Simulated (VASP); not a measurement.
Output of a VASP run:

File OUTCAR:
```
 ion  position               nearest neighbor table
   1  0.000  0.000  0.000-   2 3.55   2 3.55   2 3.55   2 3.55   2 3.55   2 3.55   2 3.55   2 3.55
  LATTYP: Found a simple cubic cell.
 ALAT       =     4.0936234715
 Subroutine PRICEL returns:
 Original cell was already a primitive cell.
 Subroutine GETGRP returns: Found 48 space group operations
The static configuration has the point symmetry O_h .
The dynamic configuration has the point symmetry O_h .
 Subroutine INISYM returns: Found 48 space group operations
 Subroutine IBZKPT returns following result:
 Found     20 irreducible k-points:

 Following reciprocal coordinates:
            Coordinates               Weight
  0.000000  0.000000  0.000000      1.000000
  0.166667  0.000000  0.000000      6.000000
  0.333333  0.000000  0.000000      6.000000
  0.500000  0.000000  0.000000      3.000000
  0.166667  0.166667  0.000000     12.000000
  0.333333  0.166667  0.000000     24.000000
  0.500000  0.166667  0.000000     12.000000
  0.333333  0.333333  0.000000     12.000000
  0.500000  0.333333  0.000000     12.000000
  0.500000  0.500000  0.000000      3.000000
  0.166667  0.166667  0.166667      8.000000
  0.333333  0.166667  0.166667     24.000000
  0.500000  0.166667  0.166667     12.000000
  0.333333  0.333333  0.166667     24.000000
  0.500000  0.333333  0.166667     24.000000
  0.500000  0.500000  0.166667      6.000000
  0.333333  0.333333  0.333333      8.000000
  0.500000  0.333333  0.333333     12.000000
  0.500000  0.500000  0.333333      6.000000
  0.500000  0.500000  0.500000      1.000000
   k-points           NKPTS =     20   k-points in BZ     NKDIM =     20   number of bands    NBANDS=     23
   number of dos      NEDOS =    301   number of ions     NIONS =      5
   total plane-waves  NPLWV =  27000
   dimension x,y,z NGX =    30 NGY =   30 NGZ =   30
   dimension x,y,z NGXF=    60 NGYF=   60 NGZF=   60
   ions per type =               1   1   3
   PREC   = accura    normal or accurate (medium, high low for compatibility)
   ISTART =      0    job   : 0-new  1-cont  2-samecut
   ICHARG =      2    charge: 1-file 2-atom 10-const
   ISPIN  =      1    spin polarized calculation?
   LNONCOLLINEAR =      F non collinear calculations
   LSORBIT =      F    spin-orbit coupling
   INIWAV =      1    electr: 0-lowe 1-rand  2-diag
   ENCUT  =  520.0 eV  38.22 Ry    6.18 a.u.   7.61  7.61  7.61*2*pi/ulx,y,z
   NELM   =    100;   NELMIN=  2; NELMDL= -5     # of ELM steps
   EDIFF  = 0.1E-06   stopping-criterion for ELM
   LREAL  =      F    real-space projection
   NLSPLINE    = F    spline interpolate recip. space projectors
   LMAXMIX     =    6 max onsite mixed and CHGCAR
   VOSKOWN=      0    Vosko Wilk Nusair interpolation
   EDIFFG = 0.1E-05   stopping-criterion for IOM
   NSW    =      0    number of steps for IOM
   NBLOCK =      1;   KBLOCK =      1    inner block; outer block
   IBRION =     -1    ionic relax: 0-MD 1-quasi-New 2-CG
   NFREE  =      0    steps in history (QN), initial steepest desc. (CG)
   ISIF   =      2    stress and relaxation
   ISYM   =      2    0-nonsym 1-usesym 2-fastsym
   TEIN   =    0.0    initial temperature
   TEBEG  =    0.0;   TEEND  =   0.0 temperature during run
   SMASS  =  -3.00    Nose mass-parameter (am)
   PSTRESS=    0.0 pullay stress
   NELECT =      38.0000    total number of electrons
   EFERMI =   0.00;   METHOD = LEGACY
   ISMEAR =     0;   SIGMA  =   0.05  broadening in eV -4-tet -1-fermi 0-gaus
   IALGO  =     38    algorithm
   LDIAG  =      T    sub-space diagonalisation (order eigenvalues)
   IMIX   =      4    mixing-type and parameters
     AMIX     =   0.40;   BMIX     =  1.00
     AMIX_MAG =   1.60;   BMIX_MAG =  1.00
     AMIN     =   0.10
   GGA     = PE    functional components
   VOSKOWN =     0    Vosko Wilk Nusair interpolation
   LHFCALC =     F    Hartree Fock is set to
   LHFONE  =     F    Hartree Fock one center treatment
   AEXX    =    0.0000 exact exchange contribution
...
```

File OSZICAR:
```
       N       E                     dE             d eps       ncg     rms          rms(c)
DAV:   1     0.336436005756E+03    0.33644E+03   -0.21515E+04   920   0.166E+03
DAV:   2    -0.310357325313E+02   -0.36747E+03   -0.36172E+03  1140   0.442E+02
DAV:   3    -0.494434906378E+02   -0.18408E+02   -0.18357E+02  1193   0.100E+02
DAV:   4    -0.498914479376E+02   -0.44796E+00   -0.44770E+00  1580   0.135E+01
DAV:   5    -0.498939184022E+02   -0.24705E-02   -0.24697E-02  1186   0.988E-01    0.309E+01
DAV:   6    -0.412580319638E+02    0.86359E+01   -0.46959E+01  1123   0.454E+01    0.122E+01
DAV:   7    -0.410531205406E+02    0.20491E+00   -0.28962E+00  1169   0.109E+01    0.798E+00
DAV:   8    -0.409984225240E+02    0.54698E-01   -0.51235E-01  1184   0.607E+00    0.156E+00
DAV:   9    -0.409862374339E+02    0.12185E-01   -0.38254E-02  1328   0.146E+00    0.297E-01
DAV:  10    -0.409851037890E+02    0.11336E-02   -0.11897E-02  1204   0.750E-01    0.740E-02
DAV:  11    -0.409851665411E+02   -0.62752E-04   -0.77424E-04  1280   0.197E-01    0.330E-02
DAV:  12    -0.409851932090E+02   -0.26668E-04   -0.10745E-04  1196   0.876E-02    0.167E-02
DAV:  13    -0.409851919274E+02    0.12817E-05   -0.17319E-05  1310   0.346E-02    0.339E-03
DAV:  14    -0.409851920449E+02   -0.11749E-06   -0.10035E-06  1224   0.695E-03    0.137E-03
DAV:  15    -0.409851919646E+02    0.80247E-07   -0.10386E-07   870   0.236E-03
   1 F= -.41711319E+02 E0= -.41711319E+02  d E =-.853793E-15
```

File OUTCAR:
```
------------------------ aborting loop because EDIFF is reached ----------------------------------------
  Edisp (eV):   -0.72613
  FORCE on cell =-STRESS in cart. coord.  units (eV):
  Direction    XX          YY          ZZ          XY          YZ          ZX
  --------------------------------------------------------------------------------------
  Total      -4.23309    -4.23309    -4.23309     0.00000    -0.00000    -0.00000
  in kB     -98.86550   -98.86550   -98.86550     0.00000    -0.00000    -0.00000
  external pressure =      -98.87 kB  Pullay stress =        0.00 kB
  volume of cell :       68.60
      direct lattice vectors                 reciprocal lattice vectors
     4.093623471  0.000000000  0.000000000     0.244282359  0.000000000  0.000000000
     0.000000000  4.093623471  0.000000000     0.000000000  0.244282359  0.000000000
     0.000000000  0.000000000  4.093623471     0.000000000  0.000000000  0.244282359
 POSITION                                       TOTAL-FORCE (eV/Angst)
 -----------------------------------------------------------------------------------
      0.00000      0.00000      0.00000         0.000000      0.000000      0.000000
      2.04681      2.04681      2.04681         0.000000      0.000000      0.000000
      2.04681      0.00000      2.04681         0.000000      0.000000      0.000000
      0.00000      2.04681      2.04681         0.000000      0.000000      0.000000
      2.04681      2.04681      0.00000         0.000000      0.000000      0.000000
 -----------------------------------------------------------------------------------
    total drift:                                0.000000      0.000000     -0.000000
  FREE ENERGIE OF THE ION-ELECTRON SYSTEM (eV)
  ---------------------------------------------------
  free  energy   TOTEN  =       -41.7113185058 eV

  energy  without entropy=      -41.7113185058  energy(sigma->0) =      -41.71131851
```
(Selected blocks of OUTCAR.)

POSCAR:
```
KTaO3
1
    4.0936234715     0.0000000000     0.0000000000
    0.0000000000     4.0936234715     0.0000000000
    0.0000000000     0.0000000000     4.0936234715
K Ta O
1 1 3
Direct
  0.0000000000   0.0000000000   0.0000000000
  0.5000000000   0.5000000000   0.5000000000
  0.5000000000   0.0000000000   0.5000000000
  0.0000000000   0.5000000000   0.5000000000
  0.5000000000   0.5000000000   0.0000000000
```

Q: Reconstruct the remaining input files.

A: Several could match; the one computed here: the input of the run itself, PBE GGA with D4 dispersion, plane waves, VASP's PBE PAW potentials (set 64).

INCAR:
```
ALGO=Normal
EDIFF=1E-7
ENCUT=520
GGA=PE
ISIF=2
ISMEAR=0
IVDW=13
LASPH=.TRUE.
LCHARG=.FALSE.
LMAXMIX=6
LREAL=.FALSE.
LWAVE=.FALSE.
NELM=100
PREC=Accurate
SIGMA=0.05
SYSTEM=KTaO3
```

KPOINTS:
```
Automatic mesh
0
Gamma
6 6 6
0 0 0
```

POTCAR, in this order: K_sv Ta_pv O (PBE.64 set). Program: vasp_std.

The compound is KTaO3 in the cubic perovskite structure. This cell is one point of a volume scan, at 1.06 of the reference volume.
